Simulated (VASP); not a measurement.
Consider the following.

```
CELL_PARAMETERS angstrom
      4.57000     0.00000     0.00000
      0.00000     4.57000     0.00000
      0.00000     0.00000     4.57000
ATOMIC_POSITIONS crystal
  Cs 0.00000 0.00000 0.00000
  I  0.50000 0.50000 0.50000
```

Method: r2SCAN meta-GGA, VASP's PBE PAW potentials (set 64) (plane waves; VASP). Run with 520 eV cut-off, 5×5×5 Γ-centred mesh, Gaussian smearing of 0.050 eV, potentials Cs_sv I.

Energy and stress use the plane-wave basis of the starting cell.

Q: The ions, cell shape and volume are relaxed. Which structure does the run end with?

A: 
```
CELL_PARAMETERS angstrom
      4.61048     0.00000     0.00000
      0.00000     4.61048     0.00000
      0.00000     0.00000     4.61048
ATOMIC_POSITIONS crystal
  Cs 0.00000 0.00000 0.00000
  I  0.50000 0.50000 0.50000
```
Space group Pm-3m (221), at a tolerance of 0.03 Å.

Q: How do energy and volume change from the first to the last step?

A: The energy (σ→0) changes by -1.6 meV/atom and the volume by +2.7 %, in 3 ionic steps.

The compound is CsI in the CsCl type structure. This run relaxes it. Symmetry was kept, so distortions that lower it aren't found.
